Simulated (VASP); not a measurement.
Level of theory: PBE GGA, VASP's PBE PAW potentials (set 64) (plane waves; VASP).

Input for VASP

KPOINTS:
```
Automatic mesh
0
Gamma
11 11 11
0 0 0
```

**POSCAR**
```
Pb
1
   -0.0000000000     2.5145659044     2.5145659044
    2.5145659044    -0.0000000000     2.5145659044
    2.5145659044     2.5145659044     0.0000000000
Pb
1
Direct
  0.0000000000   0.0000000000   0.0000000000
```

### INCAR
```
! general
SYSTEM =Pb
PREC   =Accurate
ENCUT  =480
LREAL  =F
LASPH  =T

! electronic loop
EDIFF  =1E-6
NELM   =100
ALGO   =Normal
LMAXMIX=4

! smearing
ISMEAR =1
SIGMA  =0.1

! functional
GGA    =PE

! ions
IBRION =2
NSW    =60
ISIF   =3
EDIFFG =-0.01

! output
LWAVE  =F
LCHARG =F
```

POTCAR, in this order: Pb_d (PBE.64 set). Program: vasp_std.

Unless said otherwise, spin-orbit coupling is left out, though it shifts the bands of the heavy elements here.

Problem. What does the run give for the energy per atom (σ→0), band gap (on the k-mesh)?

Solution. 
* **energy per atom (σ→0)**: -3.566 eV/atom
* **band gap (on the k-mesh)**: none (metal, semimetal or under 0.01 eV)

OSZICAR:
```
...
DAV:   4    -0.357162448678E+01   -0.10892E+00   -0.10890E+00  1473   0.138E+01
DAV:   5    -0.357619190589E+01   -0.45674E-02   -0.45673E-02  1547   0.252E+00    0.492E-01
DAV:   6    -0.356788386524E+01    0.83080E-02   -0.14743E-02  1520   0.226E+00    0.253E-01
DAV:   7    -0.356609473589E+01    0.17891E-02   -0.65706E-03  1457   0.144E+00    0.920E-02
DAV:   8    -0.356609316596E+01    0.15699E-05   -0.42081E-04  1458   0.392E-01    0.110E-02
DAV:   9    -0.356609020947E+01    0.29565E-05   -0.11939E-05  1529   0.651E-02    0.526E-03
DAV:  10    -0.356608951785E+01    0.69162E-06   -0.13544E-06  1143   0.121E-02
   1 F= -.35660895E+01 E0= -.35661029E+01  d E =-.356609E+01
```

The compound is Pb in the fcc structure. It was relaxed first. The start is the result of an earlier pass.
